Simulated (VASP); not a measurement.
A convergence study with VASP on Bi (a7): one setting is varied, all else stays as given below, so the limit is that of these other settings. Each run relaxes cell and ions from the cell shown.

```yaml
crystal:
  lattice:
    - [4.16582, -2.27500, 0.00000]
    - [4.16582, 2.27500, 0.00000]
    - [2.92342, 0.00000, 3.73943]
  atoms:
    - { symbol: Bi, position: [0.23400, 0.23400, 0.23400] }
    - { symbol: Bi, position: [0.76600, 0.76600, 0.76600] }
```

Level of theory: PBE GGA, VASP's PBE PAW potentials (set 64) (plane waves; VASP 6.6.1). The tightest run used: 550 eV cut-off, 13×13×13 Γ-centred mesh, first-order Methfessel-Paxton smearing of 0.10 eV, potentials Bi_d.

Question: The settings run are 2×2×2 mesh; 3×3×3 mesh; 4×4×4 mesh; 5×5×5 mesh; 6×6×6 mesh; 7×7×7 mesh; 8×8×8 mesh; 9×9×9 mesh; 10×10×10 mesh; 11×11×11 mesh; 12×12×12 mesh; 13×13×13 mesh. From which on does the relaxed volume stay within 0.05 Å³/atom of the tightest run?

Answer: From 10×10×10 mesh on: it is off by 0.034 there and by no more than 0.05 in any finer run, while 9×9×9 mesh is off by 0.070.
```tsv
setting	relaxed volume (Å³/atom)	E (eV/atom)	irreducible k-points	difference judged (Å³/atom)
2×2×2 mesh	49.288	-3.5264	4	12.518
3×3×3 mesh	36.479	-3.9649	6	0.291
4×4×4 mesh	37.024	-3.9147	13	0.254
5×5×5 mesh	36.595	-3.9070	19	0.175
6×6×6 mesh	36.940	-3.8979	32	0.170
7×7×7 mesh	36.572	-3.8966	44	0.198
8×8×8 mesh	36.827	-3.8904	65	0.057
9×9×9 mesh	36.700	-3.8899	85	0.070
10×10×10 mesh	36.736	-3.8878	116	0.034
11×11×11 mesh	36.770	-3.8873	146	0.000
12×12×12 mesh	36.784	-3.8864	189	0.014
13×13×13 mesh	36.770	-3.8859	231	0.000
```

Left out are rungs that failed or repeat a setting and relaxations that didn't move; long series are thinned to 24 rows.

The compound is Bi in the a7 structure.
